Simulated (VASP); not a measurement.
A VASP calculation is set up with these files.

**KPOINTS**
```
Automatic mesh
0
Gamma
12 12 12
0 0 0
```

### POSCAR
```
Al
1
    0.0000000000     2.0250000000     2.0250000000
    2.0250000000     0.0000000000     2.0250000000
    2.0250000000     2.0250000000     0.0000000000
Al
1
Direct
  0.0000000000   0.0000000000   0.0000000000
```

### INCAR
```
SYSTEM = Al
PREC = Accurate
ENCUT = 400
EDIFF = 1E-6
NELM = 60
ALGO = VeryFast
LREAL = .FALSE.
LASPH = .TRUE.
ISMEAR = 1
SIGMA = 0.1
GGA = PE
LWAVE = .FALSE.
LCHARG = .FALSE.
ISIF = 2
NELMDL = -1
```

POTCAR, in this order: Al (PBE.64 set). Program: vasp_std.

Question: What happens when VASP runs on this input?

Answer: There is a fault: ALGO = VeryFast starts from random orbitals with almost no delay (NELMDL = -1). Convergence was not reached. Against the sound run, the energy per atom (σ→0) increases by 27.197 eV/atom; the pressure rises by 173.70 GPa.

File standard output:
```
...
RMM:  21     0.234634646709E+02   -0.27749E-02   -0.26107E-02  1351   0.138E+00    0.733E-01
RMM:  22     0.234618730798E+02   -0.15916E-02   -0.13941E-02  1358   0.132E+00    0.458E-02
RMM:  23     0.234596790451E+02   -0.21940E-02   -0.20816E-02  1317   0.125E+00    0.367E-02
RMM:  24     0.234586323048E+02   -0.10467E-02   -0.10035E-02  1281   0.120E+00    0.850E-02
RMM:  25     0.234572329969E+02   -0.13993E-02   -0.13948E-02  1273   0.116E+00    0.600E-02
RMM:  26     0.234568027471E+02   -0.43025E-03   -0.42224E-03  1267   0.112E+00    0.785E-02
RMM:  27     0.234560931575E+02   -0.70959E-03   -0.69993E-03  1262   0.108E+00    0.624E-02
RMM:  28     0.234560767036E+02   -0.16454E-04    0.13759E-04  1287   0.105E+00    0.447E-02
RMM:  29     0.234558029917E+02   -0.27371E-03   -0.21826E-03  1316   0.103E+00    0.267E-01
RMM:  30     0.234559671779E+02    0.16419E-03    0.17638E-03  1331   0.993E-01    0.252E-01
RMM:  31     0.234558971238E+02   -0.70054E-04   -0.78157E-04  1315   0.968E-01    0.255E-02
RMM:  32     0.234559611293E+02    0.64005E-04    0.66208E-04  1289   0.928E-01    0.853E-02
RMM:  33     0.234557105893E+02   -0.25054E-03   -0.24230E-03  1274   0.902E-01    0.794E-02
RMM:  34     0.234552365493E+02   -0.47404E-03   -0.47067E-03  1269   0.877E-01    0.877E-02
RMM:  35     0.234541774831E+02   -0.10591E-02   -0.10527E-02  1255   0.852E-01    0.330E-02
RMM:  36     0.234524316902E+02   -0.17458E-02   -0.17417E-02  1245   0.832E-01    0.388E-02
RMM:  37     0.234502450708E+02   -0.21866E-02   -0.21801E-02  1251   0.810E-01    0.229E-02
RMM:  38     0.234485055176E+02   -0.17396E-02   -0.17347E-02  1200   0.790E-01    0.330E-02
RMM:  39     0.234475127387E+02   -0.99278E-03   -0.98608E-03  1198   0.770E-01    0.246E-02
RMM:  40     0.234468946937E+02   -0.61804E-03   -0.61372E-03  1200   0.753E-01    0.301E-02
RMM:  41     0.234463565361E+02   -0.53816E-03   -0.53246E-03  1195   0.735E-01    0.254E-02
RMM:  42     0.234459790875E+02   -0.37745E-03   -0.37369E-03  1193   0.719E-01    0.308E-02
RMM:  43     0.234455806491E+02   -0.39844E-03   -0.39314E-03  1186   0.703E-01    0.272E-02
RMM:  44     0.234453450598E+02   -0.23559E-03   -0.23206E-03  1182   0.688E-01    0.327E-02
RMM:  45     0.234450209187E+02   -0.32414E-03   -0.31920E-03  1181   0.673E-01    0.298E-02
RMM:  46     0.234448826945E+02   -0.13822E-03   -0.13492E-03  1181   0.660E-01    0.351E-02
RMM:  47     0.234446017451E+02   -0.28095E-03   -0.27644E-03  1180   0.646E-01    0.233E-02
RMM:  48     0.234445338983E+02   -0.67847E-04   -0.64448E-04  1187   0.633E-01    0.266E-02
RMM:  49     0.234442769332E+02   -0.25697E-03   -0.25251E-03  1224   0.620E-01    0.245E-02
RMM:  50     0.234442606568E+02   -0.16276E-04   -0.13099E-04  1182   0.608E-01    0.276E-02
RMM:  51     0.234440149817E+02   -0.24568E-03   -0.24161E-03  1179   0.596E-01    0.261E-02
RMM:  52     0.234440334570E+02    0.18475E-04    0.21152E-04  1174   0.585E-01    0.293E-02
RMM:  53     0.234437887487E+02   -0.24471E-03   -0.24063E-03  1179   0.573E-01    0.276E-02
RMM:  54     0.234438263185E+02    0.37570E-04    0.40259E-04  1199   0.563E-01    0.305E-02
RMM:  55     0.234435744825E+02   -0.25184E-03   -0.24817E-03  1187   0.552E-01    0.292E-02
RMM:  56     0.234436169512E+02    0.42469E-04    0.44847E-04  1173   0.542E-01    0.320E-02
RMM:  57     0.234433496139E+02   -0.26734E-03   -0.26391E-03  1170   0.531E-01    0.309E-02
RMM:  58     0.234433853513E+02    0.35737E-04    0.37963E-04  1167   0.522E-01    0.336E-02
RMM:  59     0.234430983241E+02   -0.28703E-03   -0.28382E-03  1164   0.512E-01    0.325E-02
RMM:  60     0.234431219975E+02    0.23673E-04    0.25732E-04  1161   0.503E-01

 -----------------------------------------------------------------------------
|                                                                             |
|           W    W    AA    RRRRR   N    N  II  N    N   GGGG   !!!           |
|           W    W   A  A   R    R  NN   N  II  NN   N  G    G  !!!           |
|           W    W  A    A  R    R  N N  N  II  N N  N  G       !!!           |
|           W WW W  AAAAAA  RRRRR   N  N N  II  N  N N  G  GGG   !            |
|           WW  WW  A    A  R   R   N   NN  II  N   NN  G    G                |
|           W    W  A    A  R    R  N    N  II  N    N   GGGG   !!!           |
|                                                                             |
|     The electronic self-consistency was not achieved in the given           |
|     number of steps (NELM). The forces and other quantities evaluated       |
|     might not be reliable so examine the results carefully. If you find     |
|     spurious results, we suggest increasing NELM, if you were close to      |
|     convergence or switching to a different ALGO or adjusting the           |
|     density mixing parameters otherwise.                                    |
|                                                                             |
 -----------------------------------------------------------------------------

   1 F= 0.23443122E+02 E0= 0.23443293E+02  d E =-.512875E-03
```

**OUTCAR**
```
------------------------ aborting loop EDIFF was not reached (unconverged)  ----------------------------
  FORCE on cell =-STRESS in cart. coord.  units (eV):
  Direction    XX          YY          ZZ          XY          YZ          ZX
  --------------------------------------------------------------------------------------
  Total       17.9645204     17.9645204     17.9645204     -0.0000000     -0.0000000      0.0000000
  in kB     1733.0900629   1733.0900629   1733.0900629     -0.0000000     -0.0000000      0.0000000
  external PRESSURE =    1733.0900629 kB  Pullay stress =       0.0000000 kB
  volume of cell :       16.61
      direct lattice vectors                 reciprocal lattice vectors
     0.000000000  2.025000000  2.025000000    -0.246913580  0.246913580  0.246913580
     2.025000000  0.000000000  2.025000000     0.246913580 -0.246913580  0.246913580
     2.025000000  2.025000000  0.000000000     0.246913580  0.246913580 -0.246913580
 POSITION                                       TOTAL-FORCE (eV/Angst)
 -----------------------------------------------------------------------------------
      0.00000      0.00000      0.00000         0.000000      0.000000      0.000000
 -----------------------------------------------------------------------------------
    total drift:                               -0.000000     -0.000000     -0.000000
  FREE ENERGIE OF THE ION-ELECTRON SYSTEM (eV)
  ---------------------------------------------------
  free  energy   TOTEN  =        23.4431219975 eV

  energy  without entropy=       23.4436348727  energy(sigma->0) =       23.44329296
```
(Selected blocks of OUTCAR.)

To mend it, set ALGO = Normal, remove NELMDL.

The mended run (PBE GGA, plane waves, VASP's PBE PAW potentials (set 64)) converges, and its OSZICAR ends with
```
   1 F= -.37531730E+01 E0= -.37534303E+01  d E =0.771969E-03
```

The compound is Al in the fcc structure. The cell was not relaxed at this level.
